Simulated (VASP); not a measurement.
An input for Quantum ESPRESSO's pw.x (written as the equivalent of a VASP run, and not itself run):

```
&CONTROL
  calculation = 'scf'
  pseudo_dir = './pseudo'
  outdir = './out'
  tprnfor = .true.
  tstress = .true.
/
&SYSTEM
  ibrav = 0
  nat = 2
  ntyp = 2
  ecutwfc = 82
  occupations = 'smearing'
  smearing = 'fermi-dirac'
  degauss = 0.00735
  input_dft = 'pz'
/
&ELECTRONS
  conv_thr = 7.3e-08
  electron_maxstep = 100
/
ATOMIC_SPECIES
  Li 6.940 Li.upf
  Pd 106.420 Pd.upf
CELL_PARAMETERS angstrom
     2.9064060    0.0000000    0.0000000
     0.0000000    2.9064060    0.0000000
     0.0000000    0.0000000    2.9064060
ATOMIC_POSITIONS crystal
  Li   0.0000000  0.0000000  0.0000000
  Pd   0.5000000  0.5000000  0.5000000
K_POINTS automatic
  11 11 11 0 0 0
```

Problem. Write the VASP files for the same calculation (LDA).

Solution. One answer among several that fit: 
**POSCAR**
```
LiPd
1
    2.9064060000     0.0000000000     0.0000000000
    0.0000000000     2.9064060000     0.0000000000
    0.0000000000     0.0000000000     2.9064060000
Li Pd
1 1
Direct
  0.0000000000   0.0000000000   0.0000000000
  0.5000000000   0.5000000000   0.5000000000
```

### INCAR
```
SIGMA  =  0.1   # width (eV)
NELM  =  100
ISMEAR  =  -1
SYSTEM  =  LiPd
ENCUT  =  400   # plane-wave cut-off (eV)
ALGO  =  Normal   # blocked Davidson
ISIF  =  2   # forces and stress, cell fixed
PREC  =  Accurate
LCHARG  =  .FALSE.
LREAL  =  .FALSE.
LMAXMIX  =  4   # l cut-off of mixed one-centre charges
LWAVE  =  .FALSE.
LASPH  =  .TRUE.   # aspherical one-centre terms
EDIFF  =  1E-6
```

File KPOINTS:
```
Automatic mesh
0
Gamma
11 11 11
0 0 0
```

POTCAR, in this order: Li_sv Pd (LDA.64 set). Program: vasp_std.

Limits of the translation: the potentials are each code's own (VASP's PAW set, PseudoDojo norm-conserving files in pw.x), so ENCUT and ecutwfc are chosen apart and not converted; conv_thr bounds pw.x's estimated SCF error, while EDIFF bounds the energy change between steps.

The structure comes from a computed database's LiPd entry (Pm-3m); how it stands against other phases isn't given here. The cell was not relaxed at this level. The run is one of a series of settings (GGA removed, POTCAR Li_sv Pd (LDA.64 set) against the base run), some of them coarse on purpose.
